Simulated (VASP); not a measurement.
Consider the following.

```
InPd
1.0
    3.24867     0.00000     0.00000
    0.00000     3.24867     0.00000
    0.00000     0.00000     3.24867
In Pd
1 1
Direct
  0.50000   0.50000   0.50000
  0.00000   0.00000   0.00000
```

Calculation: revTPSS meta-GGA, VASP's PBE PAW potentials (set 64) (plane waves; VASP 6.6.1). Settings: 520 eV cut-off, 13×13×13 Γ-centred mesh, tetrahedra with Blöchl corrections, potentials In_d Pd.

### Question
Give the energies of bands 6 to 14 at the high-symmetry points, in eV from the Fermi level.

### Answer

```
band       Γ      X      M      R
----  ------  -----  -----  -----
6     -10.32  -6.72  -6.34  -5.11
7      -4.04  -6.27  -3.70  -5.11
8      -4.04  -4.03  -2.82  -5.11
9      -2.39  -3.42  -2.82  -1.78
10     -2.39  -3.42  -2.53  -1.78
11     -2.39  -2.47  -2.53   0.11
12      4.23  -1.21  -1.82   3.68
13      4.23   9.74   1.58   3.68
14      4.23   9.76   2.52   3.68
```

It has no gap at this level: it comes out as a metal or semimetal.

The compound is PdIn in the CsCl type structure. It was relaxed first. The electron count is odd and the run is not spin-polarised, which forces a metal.
